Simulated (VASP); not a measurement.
These are r2SCAN meta-GGA, VASP's PBE PAW potentials (set 64) (plane waves; VASP) values and carry that method's errors.

A VASP calculation is set up with these files.

File KPOINTS:
```
kpoints
0
G
  4 4 3
```

POSCAR:
```
Rb2H4Pt
1
    5.8460372712    -0.0000000000     0.0000000000
   -0.0000000000     5.8460372712     0.0000000000
    0.0000000000     0.0000000000     8.3711075168
Rb H Pt
4 8 2
Direct
  0.0000000000   0.5000000000   0.2500000000
  0.0000000000   0.5000000000   0.7500000000
  0.5000000000   1.0000000000   0.2500000000
  0.5000000000   1.0000000000   0.7500000000
  0.5000000000   0.5000000000   0.3027989901
  0.5000000000   0.5000000000   0.6972010099
  0.0000000000   1.0000000000   0.8027989901
  0.0000000000   1.0000000000   0.1972010099
  0.3001826442   0.6998173558   0.5000000000
  0.6998173558   0.3001826442   0.5000000000
  0.8001826442   0.8001826442   0.0000000000
  0.1998173558   0.1998173558   0.0000000000
  0.5000000000   0.5000000000   0.5000000000
  0.0000000000   1.0000000000   0.0000000000
```

### INCAR
```
ALGO = Normal
EDIFF = 1E-6
EDIFFG = -0.02
ENCUT = 400
IBRION = 2
ISIF = 3
ISMEAR = 0
LASPH = .True.
LCHARG = .False.
LMAXMIX = 6
LMIXTAU = .True.
LREAL = Auto
LWAVE = .False.
METAGGA = R2SCAN
NELM = 100
NSW = 60
PREC = Accurate
SIGMA = 0.05
SYSTEM = Rb2H4Pt
```

POTCAR, in this order: Rb_sv H Pt (PBE.64 set). Program: vasp_std.

What VASP printed:

**OSZICAR**
```
       N       E                     dE             d eps       ncg     rms          rms(c)
DAV:   1     0.192920831982E+03    0.19292E+03   -0.24682E+04   968   0.114E+03
DAV:   2    -0.184960909634E+03   -0.37788E+03   -0.35888E+03  1248   0.256E+02
DAV:   3    -0.215197440679E+03   -0.30237E+02   -0.30044E+02  1312   0.727E+01
DAV:   4    -0.216481861536E+03   -0.12844E+01   -0.12810E+01  1488   0.133E+01
DAV:   5    -0.216531023166E+03   -0.49162E-01   -0.49159E-01  1328   0.211E+00    0.191E+01
DAV:   6    -0.200998280714E+03    0.15533E+02   -0.92828E+00  1096   0.135E+01    0.619E+00
DAV:   7    -0.192626170454E+03    0.83721E+01   -0.23483E+00  1056   0.751E+00    0.334E+00
DAV:   8    -0.194483278042E+03   -0.18571E+01   -0.28440E+00  1176   0.719E+00    0.178E+00
DAV:   9    -0.192591476193E+03    0.18918E+01   -0.10947E+00  1056   0.584E+00    0.738E-01
DAV:  10    -0.192885935605E+03   -0.29446E+00   -0.31404E-01   976   0.373E+00    0.509E-01
DAV:  11    -0.192684235721E+03    0.20170E+00   -0.86285E-02  1064   0.210E+00    0.284E-01
DAV:  12    -0.192914145762E+03   -0.22991E+00   -0.65305E-02   976   0.187E+00    0.130E-01
DAV:  13    -0.192962170422E+03   -0.48025E-01   -0.17165E-02  1056   0.943E-01    0.745E-02
DAV:  14    -0.192966631917E+03   -0.44615E-02   -0.24668E-03  1272   0.283E-01    0.354E-02
DAV:  15    -0.192967677625E+03   -0.10457E-02   -0.36622E-03  1048   0.445E-01    0.347E-02
DAV:  16    -0.192968704968E+03   -0.10273E-02   -0.20479E-03  1016   0.309E-01    0.196E-02
DAV:  17    -0.192968746215E+03   -0.41247E-04   -0.17464E-04  1104   0.968E-02    0.640E-03
DAV:  18    -0.192968878591E+03   -0.13238E-03   -0.16582E-04  1024   0.879E-02    0.751E-03
DAV:  19    -0.192968928948E+03   -0.50357E-04   -0.29559E-05  1104   0.378E-02    0.466E-03
DAV:  20    -0.192968923672E+03    0.52760E-05   -0.85354E-06  1112   0.186E-02    0.140E-03
DAV:  21    -0.192968932554E+03   -0.88822E-05   -0.76176E-06   928   0.184E-02    0.740E-04
DAV:  22    -0.192968932077E+03    0.47688E-06   -0.73028E-07   720   0.551E-03
   1 F= -.19296893E+03 E0= -.19296893E+03  d E =-.192969E+03
```

File OUTCAR:
```
------------------------ aborting loop because EDIFF is reached ----------------------------------------
  FORCE on cell =-STRESS in cart. coord.  units (eV):
  Direction    XX          YY          ZZ          XY          YZ          ZX
  --------------------------------------------------------------------------------------
  Total       -0.0167858     -0.0167858      0.0001847      0.0000000      0.0000000      0.0000000
  in kB       -0.0940041     -0.0940041      0.0010343      0.0000000      0.0000000      0.0000000
  external PRESSURE =      -0.0623246 kB  Pullay stress =       0.0000000 kB
  volume of cell :      286.09
      direct lattice vectors                 reciprocal lattice vectors
     5.846037271  0.000000000  0.000000000     0.171056043  0.000000000  0.000000000
     0.000000000  5.846037271  0.000000000     0.000000000  0.171056043  0.000000000
     0.000000000  0.000000000  8.371107517     0.000000000  0.000000000  0.119458506
 POSITION                                       TOTAL-FORCE (eV/Angst)
 -----------------------------------------------------------------------------------
      0.00000      2.92302      2.09278        -0.000000      0.000000     -0.000000
      0.00000      2.92302      6.27833        -0.000000      0.000000      0.000000
      2.92302      0.00000      2.09278        -0.000000      0.000000      0.000000
      2.92302      0.00000      6.27833        -0.000000      0.000000      0.000000
      2.92302      2.92302      2.53476        -0.000000      0.000000      0.003583
      2.92302      2.92302      5.83634        -0.000000      0.000000     -0.003583
      0.00000      0.00000      6.72032        -0.000000      0.000000      0.003583
      0.00000      0.00000      1.65079        -0.000000      0.000000     -0.003583
      1.75488      4.09116      4.18555         0.006725     -0.006725      0.000000
      4.09116      1.75488      4.18555        -0.006725      0.006725     -0.000000
      4.67790      4.67790      0.00000         0.006725      0.006725     -0.000000
      1.16814      1.16814      0.00000        -0.006725     -0.006725      0.000000
      2.92302      2.92302      4.18555        -0.000000      0.000000      0.000000
      0.00000      0.00000      0.00000        -0.000000      0.000000      0.000000
 -----------------------------------------------------------------------------------
    total drift:                                0.000000      0.000000     -0.000000
  FREE ENERGIE OF THE ION-ELECTRON SYSTEM (eV)
  ---------------------------------------------------
  free  energy   TOTEN  =      -192.9689320774 eV

  energy  without entropy=     -192.9689320774  energy(sigma->0) =     -192.96893208

 reached required accuracy - stopping structural energy minimisation
```
(Selected blocks of OUTCAR.)

The structure comes from a computed database's Rb2H4Pt entry (P4_2/mnm); how it stands against other phases isn't given here. It was relaxed first. The start is the result of an earlier pass.
